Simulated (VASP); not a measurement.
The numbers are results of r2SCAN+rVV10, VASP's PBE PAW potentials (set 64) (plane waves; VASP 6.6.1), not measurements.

VASP ran on this input.

File KPOINTS_OPT:
```
k-points along high-symmetry lines
10
Line-mode
Reciprocal
  0.000000   0.000000   0.000000 ! GAMMA
  0.500000   0.000000   0.500000 ! X

  0.500000   0.000000   0.500000 ! X
  0.625000   0.250000   0.625000 ! U

  0.375000   0.375000   0.750000 ! K
  0.000000   0.000000   0.000000 ! GAMMA

  0.000000   0.000000   0.000000 ! GAMMA
  0.500000   0.500000   0.500000 ! L

  0.500000   0.500000   0.500000 ! L
  0.500000   0.250000   0.750000 ! W

  0.500000   0.250000   0.750000 ! W
  0.500000   0.000000   0.500000 ! X
```

KPOINTS:
```
Automatic mesh
0
Gamma
20 20 20
0 0 0
```

### INCAR
```
# general
SYSTEM  =Cu
PREC    =Accurate
ENCUT   =400
LREAL   =.FALSE.
LASPH   =.TRUE.

# electronic loop
EDIFF   =1E-7
NELM    =100
ALGO    =Normal
LMAXMIX =4
LMIXTAU =.TRUE.

# smearing
ISMEAR  =-5

# functional
METAGGA =R2SCAN
LUSE_VDW=.TRUE.
BPARAM  =11.95
CPARAM  =0.0093

# ions
ISIF    =2

# output
LWAVE   =.FALSE.
LCHARG  =.FALSE.
LORBIT  =11
NEDOS   =601
```

### POSCAR
```
Cu
1
    0.0000000000     1.7820612044     1.7820612044
    1.7820612044     0.0000000000     1.7820612044
    1.7820612044     1.7820612044     0.0000000000
Cu
1
Direct
  0.0000000000   0.0000000000   0.0000000000
```

POTCAR, in this order: Cu (PBE.64 set). Program: vasp_std.

### Question
Predict the energy per atom (σ→0), band gap (over mesh and band path).

### Answer

```yaml
energy per atom (σ→0): -10.537 eV/atom
band gap (over mesh and band path): none (metal, semimetal or under 0.01 eV)
```

File OSZICAR:
```
...
DAV:  12    -0.105365551386E+02   -0.14777E-04   -0.29338E-04  5055   0.355E-01    0.233E-02
DAV:  13    -0.105365609952E+02   -0.58566E-05   -0.82465E-05  5043   0.180E-01    0.237E-03
DAV:  14    -0.105365629706E+02   -0.19755E-05   -0.33665E-07  5024   0.776E-03    0.198E-03
DAV:  15    -0.105365618422E+02    0.11285E-05   -0.89829E-07  5080   0.222E-02    0.225E-04
DAV:  16    -0.105365624417E+02   -0.59950E-06   -0.61483E-08  2592   0.343E-03    0.410E-04
DAV:  17    -0.105365623971E+02    0.44551E-07   -0.17969E-08  2387   0.286E-03
   1 F= -.10536562E+02 E0= -.10536562E+02  d E =0.000000E+00
       N       E                     dE             ncg
```

The structure comes from a measured Cu entry (Fm-3m) of the Crystallography Open Database, whose conditions weren't checked. It was relaxed first.
